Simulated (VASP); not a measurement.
Set up this calculation in VASP 6.6.1, as the native input.

- Task: single point
- Functional: PBE
- Dispersion: D3(BJ)
- Potentials or basis: VASP PAW PBE potentials, release 64 (C, N, H, S)
- Cutoff: 520 eV
- k mesh: 1 × 1 × 1
- Occupations: fermi-dirac, width 0.05 eV
- Spin: no spin polarisation
- Dipole correction: no
- Further INCAR settings: LREAL = Auto; ALGO = Normal; EDIFF = 1e-06; NBANDS = 72

The structure of H5C2SN lies in POSCAR:

```
H5C2SN
1.0
    7.7771850000      0.0000000000      0.0000000000
    0.0000000000      7.7771850000      0.0000000000
    0.0000000000      0.0000000000      7.7771850000
C N H S
8 4 20 4
Direct
    0.6321696089      0.6565228936      0.3512967738
    0.5502376503      0.4985222802      0.3113465862
    0.1911617121      0.2333234969      0.0515224982
    0.0689323965      0.3486737168      0.1226407756
    0.8001481256      0.0894796768      0.4402749838
    0.8441486219      0.1359489327      0.6135896214
    0.2346735998      0.5798370490      0.7395992252
    0.0984932209      0.6493994935      0.6348698147
    0.4799551509      0.3666879469      0.2792012791
   -0.0487580018      0.4394134896      0.1433037789
    0.9093264465      0.1681070979      0.7463368815
    0.0001928718      0.7168146315      0.5453001311
    0.7667812968      0.6484094181      0.3870937878
    0.6303437555      0.7349960172      0.2334263619
    0.5585054232      0.7359218020      0.4451739286
    0.1229107961      0.1111841881      0.0295736825
    0.2435328464      0.2729522314     -0.0696010189
    0.2964054475      0.2133419740      0.1422494129
    0.8525835505      0.1797565572      0.3470793095
    0.8243856871     -0.0510853220      0.4198820010
    0.6591073763      0.0955101364      0.4429880477
    0.2440986038      0.4408150250      0.7020277903
    0.3475807763      0.6484094181      0.6896325599
    0.2096388346      0.5898921011      0.8750466911
    0.7381076829      0.4995509301      0.7736989669
    0.7567005285      0.5134891352      1.0059552396
    0.2049584779     -0.0247133121      0.4701701194
    0.2104231801      0.0197757929      0.7125071604
    0.3256705350      0.8947710515      0.1496299754
    0.2122876079      0.6859037042      0.2414112561
    0.7435209526      0.1338144843      0.0384586454
    0.6577701315     -0.0920898757     -0.0500566722
    0.6728012771      0.6086649604      0.8868761641
    0.3170813090      0.0523711343      0.5770854107
    0.1626166794      0.8222255225      0.1555189956
    0.5964497437      0.0386129429      0.0422260754
```

The cell was built by a generator and needn't be a form met in nature.

The input as run:

INCAR

```
SYSTEM = H5C2SN
ALGO = Normal
EDIFF = 1E-6
ENCUT = 520
GGA = PE
ISIF = 2
ISMEAR = -1
IVDW = 12
LASPH = .True.
LCHARG = .False.
LREAL = Auto
LWAVE = .False.
NBANDS = 72
NELM = 100
PREC = Accurate
SIGMA = 0.05
```

KPOINTS

```
k-points
0
Gamma
  1 1 1
  0 0 0
```

Potentials or basis: VASP PAW PBE potentials, release 64 (C, N, H, S).

Run with:

```console
$ cat potpaw_PBE.64/C/POTCAR potpaw_PBE.64/N/POTCAR potpaw_PBE.64/H/POTCAR potpaw_PBE.64/S/POTCAR > POTCAR
$ mpirun -np 1 vasp_gam > vasp.out
```

Results of the run:

- Pressure: 0.8 GPa
- Largest force: 3.203 eV/Å
- Band gap on the k mesh: 4.25 eV, direct
- Dispersion energy per atom: -0.063 eV

Caveat: the standard files for N, O and F lose accuracy on very short bonds.

Run time: 50 s on 1 thread of Intel(R) Xeon(R) 6975P-C (Granite Rapids), with other jobs on the host, peak memory 0.45 GiB.
